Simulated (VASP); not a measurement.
Output of a VASP run:

### OUTCAR
```
 ion  position               nearest neighbor table
   1  0.665  0.665  0.000-   2 2.59   3 2.62   3 2.62   3 2.62   3 2.62   3 2.64   2 2.64   2 2.64
                             2 2.64   2 2.64
   2  0.335  0.335  0.000-   1 2.59   3 2.62   3 2.62   3 2.62   3 2.62   3 2.64   1 2.64   1 2.64
                             1 2.64   1 2.64
   3  0.000  0.000  0.000-   1 2.62   2 2.62   1 2.62   2 2.62   1 2.62   2 2.62   2 2.62   1 2.62
                             1 2.64   2 2.64
  LATTYP: Found a body centered tetragonal cell.
 ALAT       =     3.2163366490
 C/A-ratio  =     2.4462058345
 Subroutine PRICEL returns:
 Original cell was already a primitive cell.
 Subroutine GETGRP returns: Found 16 space group operations
The static configuration has the point symmetry D_4h.
The dynamic configuration has the point symmetry D_4h.
The overall configuration has the point symmetry D_4h.
 Subroutine INISYM returns: Found 16 space group operations
 Subroutine IBZKPT returns following result:
 Found    163 irreducible k-points:

 Following reciprocal coordinates:
            Coordinates               Weight
  0.000000  0.000000  0.000000      1.000000
  0.083333 -0.000000  0.000000      8.000000
  0.166667 -0.000000  0.000000      8.000000
  0.250000 -0.000000  0.000000      8.000000
  0.333333 -0.000000  0.000000      8.000000
  0.416667 -0.000000  0.000000      8.000000
  0.500000 -0.000000  0.000000      4.000000
  0.083333  0.083333  0.000000      8.000000
  0.166667  0.083333  0.000000     16.000000
  0.250000  0.083333  0.000000     16.000000
  0.333333  0.083333  0.000000     16.000000
  0.416667  0.083333  0.000000     16.000000
  0.500000  0.083333  0.000000     16.000000
 -0.416667  0.083333 -0.000000     16.000000
 -0.333333  0.083333 -0.000000     16.000000
 -0.250000  0.083333 -0.000000     16.000000
 -0.166667  0.083333 -0.000000     16.000000
 -0.083333  0.083333  0.000000      4.000000
  0.166667  0.166667  0.000000      8.000000
  0.250000  0.166667  0.000000     16.000000
  0.333333  0.166667  0.000000     16.000000
  0.416667  0.166667  0.000000     16.000000
  0.500000  0.166667  0.000000     16.000000
 -0.416667  0.166667 -0.000000     16.000000
 -0.333333  0.166667 -0.000000     16.000000
 -0.250000  0.166667 -0.000000     16.000000
 -0.166667  0.166667  0.000000      4.000000
  0.250000  0.250000  0.000000      8.000000
  0.333333  0.250000  0.000000     16.000000
  0.416667  0.250000  0.000000     16.000000
  0.500000  0.250000  0.000000     16.000000
 -0.416667  0.250000 -0.000000     16.000000
 -0.333333  0.250000 -0.000000     16.000000
 -0.250000  0.250000  0.000000      4.000000
  0.333333  0.333333  0.000000      8.000000
  0.416667  0.333333  0.000000     16.000000
  0.500000  0.333333  0.000000     16.000000
 -0.416667  0.333333 -0.000000     16.000000
 -0.333333  0.333333  0.000000      4.000000
  0.416667  0.416667  0.000000      8.000000
   k-points           NKPTS =    163   k-points in BZ     NKDIM =    163   number of bands    NBANDS=     30
   number of dos      NEDOS =    301   number of ions     NIONS =      3
   total plane-waves  NPLWV =  27000
   dimension x,y,z NGX =    30 NGY =   30 NGZ =   30
   dimension x,y,z NGXF=    60 NGYF=   60 NGZF=   60
   ions per type =               2   1
   PREC   = accura    normal or accurate (medium, high low for compatibility)
   ISTART =      0    job   : 0-new  1-cont  2-samecut
   ICHARG =      2    charge: 1-file 2-atom 10-const
   ISPIN  =      1    spin polarized calculation?
   LNONCOLLINEAR =      T non collinear calculations
   LSORBIT =      T    spin-orbit coupling
   INIWAV =      1    electr: 0-lowe 1-rand  2-diag
   ENCUT  =  400.0 eV  29.40 Ry    5.42 a.u.   7.41  7.41  7.41*2*pi/ulx,y,z
   NELM   =    100;   NELMIN=  2; NELMDL= -5     # of ELM steps
   EDIFF  = 0.1E-05   stopping-criterion for ELM
   LREAL  =      F    real-space projection
   NLSPLINE    = F    spline interpolate recip. space projectors
...
```

OSZICAR:
```
       N       E                     dE             d eps       ncg     rms          rms(c)
DAV:   1     0.129532709394E+03    0.12953E+03   -0.10129E+04 10532   0.115E+03
DAV:   2    -0.193349139282E+02   -0.14887E+03   -0.14401E+03 11608   0.328E+02
DAV:   3    -0.242114868608E+02   -0.48766E+01   -0.47665E+01 12622   0.519E+01
DAV:   4    -0.242725971450E+02   -0.61110E-01   -0.60976E-01 12220   0.560E+00
DAV:   5    -0.242732150018E+02   -0.61786E-03   -0.61771E-03 12092   0.555E-01    0.210E+01
DAV:   6    -0.235202631424E+02    0.75295E+00   -0.58634E+00 11198   0.188E+01    0.446E+00
DAV:   7    -0.233917323218E+02    0.12853E+00   -0.85620E-01 10966   0.704E+00    0.440E+00
DAV:   8    -0.233570483902E+02    0.34684E-01   -0.99409E-02 11584   0.281E+00    0.585E-01
DAV:   9    -0.233565835231E+02    0.46487E-03   -0.40402E-03 12240   0.462E-01    0.321E-01
DAV:  10    -0.233564292646E+02    0.15426E-03   -0.27547E-04 11560   0.158E-01    0.171E-01
DAV:  11    -0.233564377290E+02   -0.84643E-05   -0.20104E-04 13080   0.139E-01    0.407E-02
DAV:  12    -0.233564268940E+02    0.10835E-04   -0.92382E-05 11304   0.818E-02    0.162E-02
DAV:  13    -0.233564256352E+02    0.12588E-05   -0.71316E-06  9944   0.219E-02    0.324E-03
DAV:  14    -0.233564254081E+02    0.22717E-06   -0.36668E-07  6220   0.490E-03
   1 F= -.23356425E+02 E0= -.23356087E+02  d E =-.677015E-03  mag=     0.0000    -0.0000    -0.0000
       N       E                     dE             ncg
```

OUTCAR:
```
------------------------ aborting loop because EDIFF is reached ----------------------------------------
  FORCE on cell =-STRESS in cart. coord.  units (eV):
  Direction    XX          YY          ZZ          XY          YZ          ZX
  --------------------------------------------------------------------------------------
  Total       -0.0226184     -0.0226184      0.0475639      0.0000000      0.0000000      0.0000000
  in kB       -0.8904826     -0.8904826      1.8725815      0.0000000      0.0000000      0.0000000
  external PRESSURE =       0.0305388 kB  Pullay stress =       0.0000000 kB
  volume of cell :       40.70
      direct lattice vectors                 reciprocal lattice vectors
    -1.608168325  1.608168325  3.933910738     0.000000000  0.310912727  0.127099986
     1.608168325 -1.608168325  3.933910738     0.310912727  0.000000000  0.127099986
     1.608168325  1.608168325 -3.933910738     0.310912727  0.310912727  0.000000000
 POSITION                                       TOTAL-FORCE (eV/Angst)
 -----------------------------------------------------------------------------------
      0.00000      0.00000      5.23133        -0.000000     -0.000000      0.015845
      0.00000      0.00000      2.63649        -0.000000     -0.000000     -0.015845
      0.00000      0.00000      0.00000         0.000000      0.000000      0.000000
 -----------------------------------------------------------------------------------
    total drift:                                0.000000     -0.000000      0.000000
  FREE ENERGIE OF THE ION-ELECTRON SYSTEM (eV)
  ---------------------------------------------------
  free  energy   TOTEN  =       -23.3564254081 eV

  energy  without entropy=      -23.3557483933  energy(sigma->0) =      -23.35608690

 Ion:    1  E_soc:     -0.0005475

 Ion:    2  E_soc:     -0.0005475

 Ion:    3  E_soc:     -0.1955111
```
(Selected blocks of OUTCAR.)

File POSCAR:
```
MoSi2
1
   -1.6081683245     1.6081683245     3.9339107383
    1.6081683245    -1.6081683245     3.9339107383
    1.6081683245     1.6081683245    -3.9339107383
Si Mo
2 1
Direct
  0.6649019934   0.6649019934   0.0000000000
  0.3350980066   0.3350980066   0.0000000000
  0.0000000000   0.0000000000   0.0000000000
```

Question: Write an INCAR and KPOINTS that could have produced this output.

Answer: Several could match; the one computed here: the input of the run itself, PBE GGA with spin-orbit coupling, plane waves, VASP's PBE PAW potentials (set 64).

KPOINTS:
```
Automatic mesh
0
Gamma
12 12 12
0 0 0
```

File KPOINTS_OPT:
```
k-points along high-symmetry lines
5
Line-mode
Reciprocal
  0.000000   0.000000   0.000000 ! GAMMA
  0.000000   0.000000   0.500000 ! X

  0.000000   0.000000   0.500000 ! X
  0.250000   0.250000   0.250000 ! P

  0.250000   0.250000   0.250000 ! P
  0.000000   0.500000  -0.000000 ! N

  0.000000   0.500000  -0.000000 ! N
  0.000000   0.000000   0.000000 ! GAMMA

  0.000000   0.000000   0.000000 ! GAMMA
  0.500000   0.500000  -0.500000 ! M

  0.500000   0.500000  -0.500000 ! M
  0.291803   0.708197  -0.291803 ! S

 -0.291803   0.291803   0.291803 ! S_0
  0.000000   0.000000   0.000000 ! GAMMA

  0.000000   0.000000   0.500000 ! X
 -0.083607   0.083607   0.500000 ! R

  0.500000   0.500000  -0.083607 ! G
  0.500000   0.500000  -0.500000 ! M
```

### INCAR
```
# general
SYSTEM     = MoSi2
PREC       = Accurate
ENCUT      = 400
LREAL      = .FALSE.
LASPH      = .TRUE.

# electronic loop
EDIFF      = 1E-6
NELM       = 100
ALGO       = Normal
LMAXMIX    = 4

# smearing
ISMEAR     = 0
SIGMA      = 0.05

# functional
GGA        = PE
GGA_COMPAT = .FALSE.

# spin
MAGMOM     = 0 0 0 0 0 0 0 0 0
LSORBIT    = .TRUE.

# output
LWAVE      = .FALSE.
LCHARG     = .FALSE.
```

POTCAR, in this order: Si Mo_sv (PBE.64 set). Program: vasp_ncl.

The compound is MoSi2 in the MoSi2 type structure. It was relaxed first.
